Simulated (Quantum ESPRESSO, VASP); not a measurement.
## Code comparison for BaTiO3 (Pm-3m, 5 atoms in the cell)

Self-consistent single point.

```yaml
crystal:
  lattice:
    - [4.00000, 0.00000, 0.00000]
    - [0.00000, 4.00000, 0.00000]
    - [0.00000, 0.00000, 4.00000]
  atoms:
    - { symbol: Ba, position: [0.00000, 0.00000, 0.00000] }
    - { symbol: Ti, position: [0.50000, 0.50000, 0.50000] }
    - { symbol: O, position: [0.50000, 0.00000, 0.50000] }
    - { symbol: O, position: [0.00000, 0.50000, 0.50000] }
    - { symbol: O, position: [0.50000, 0.50000, 0.00000] }
```

All programs got the same cell, k-point mesh and kind of occupations (in VASP's words: KPOINTS grid = 7 7 7; KPOINTS shift = 0 0 0; ISMEAR = -1; SIGMA = 0.01 eV); potentials, basis and cutoffs are each program's usual ones.

| code | model | pressure (GPa) | cutoff |
|---|---|---|---|
| VASP | PBE, VASP's PBE PAW potentials (set 64) | -0.58 | 400 eV |
| Quantum ESPRESSO | PBE, PseudoDojo stringent norm-conserving (PBE) pseudopotentials | 2.11 | 95 Ry |

The spread over the programs that give each value: pressure within 2.69 GPa.

The starting cell has typed, rounded lattice constants, without a prior relaxation at this level. On VASP's run: Spin polarisation is off, so a magnetic state, if there is one, cannot be reached.

Task: Why do the programs differ, and what cannot be compared?

Result: Differences of this kind can come from the potentials, where these differ, and from what each basis and cutoff leave unconverged. The zero of total energies and Fermi levels follows the potentials and each program's conventions, so they are not compared here.

This mesh misses zone-boundary points where a band edge of such crystals can lie, so no gaps are given.

VASP's run is marked for a possible Pulay error in its stress at this cutoff; no cutoff test was made.

Left out of this page: Ansatz, GPAW, CP2K, Elk, FLEUR and SIESTA (not drawn, or without a comparable value); ABINIT (with a known weakness of the program).
